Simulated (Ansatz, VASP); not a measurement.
This is a calculation of FeCu for VASP 6.6.1.

The input INCAR:

```
SYSTEM = FeCu
PREC = Accurate ; ENCUT = 520
EDIFF = 1E-6 ; ISMEAR = -1
SIGMA = 0.05 ; LREAL = .FALSE.
LASPH = .TRUE. ; NELM = 150
ALGO = Fast ; ISIF = 2
LWAVE = .FALSE. ; LCHARG = .TRUE.
ISPIN = 2 ; MAGMOM = 3 0.6
LORBIT = 11 ; LMAXMIX = 4
GGA = PE ; LELF = .TRUE.
LVHAR = .TRUE. ; NBANDS = 20
```

The input KPOINTS:

```
Automatic mesh
0
G
  11 11 11
  0 0 0
```

Contents of POSCAR:

```
FeCu
1.0
    0.0000000000      2.1696575300      2.1696575300
    2.1696575300      0.0000000000      2.1696575300
    2.1696575300      2.1696575300      0.0000000000
Fe Cu
1 1
Direct
    0.5000000000      0.5000000000      0.5000000000
    0.0000000000      0.0000000000      0.0000000000
```

Potentials or basis: VASP PAW PBE potentials, release 64 (Fe, Cu).

Run with:

```console
$ cat potpaw_PBE.64/Fe/POTCAR potpaw_PBE.64/Cu/POTCAR > POTCAR
$ mpirun -np 1 vasp_std > vasp.out
```

Question: Translate it to Ansatz 0.2.0. Potentials there: all-electron LAPW, scalar-relativistic.

Answer: As run (the cutoff follows the program's own potentials):

Contents of input.yaml:

```yaml
crystal:
  lattice:
    - [0.0, 2.16965753, 2.16965753]
    - [2.16965753, 0.0, 2.16965753]
    - [2.16965753, 2.16965753, 0.0]
  atoms:
    - { symbol: Fe, position: [0.5, 0.5, 0.5], spin: 3.0 }
    - { symbol: Cu, position: [0.0, 0.0, 0.0], spin: 0.6 }
kpoints:
  mp_grid: { grid: [11, 11, 11] }
scf:
  occupations: { method: fermi_dirac, width: 0.05 }
hamiltonian:
  xc: pbe
  pseudopotentials: { kind: all_electron, lapw: { basis_error: 0.001 } }
magnetization:
  spin_polarized: true
output:
  forces: true
  stress: true
  eigenvalues: true
  populations: true
```

Potentials or basis: all-electron LAPW, scalar-relativistic.

Launch:

```bash
$ ansatz run input.yaml --threads 2 --pin off --max-ram 6144MiB --backend cpu --events-out ev --progress --plain --runs-dir out
```

Both were run:

|  | VASP | Ansatz | Ansatz less VASP |
| --- | --- | --- | --- |
| gap on the k mesh at the Fermi level (eV) | none | none | - |
| net moment per atom (μB) | 1.34 | 1.34 | +0.003 |
| size of the moment on the site where the two differ most (μB) | 0.20 | 0.25 | +0.045 |

Site moments also hang on the region over which each program counts them. A gap of «none» marks a metal or a gap that the smearing closes. Ansatz ran all-electron here, so the differences hold the error of VASP's frozen core and of both bases.
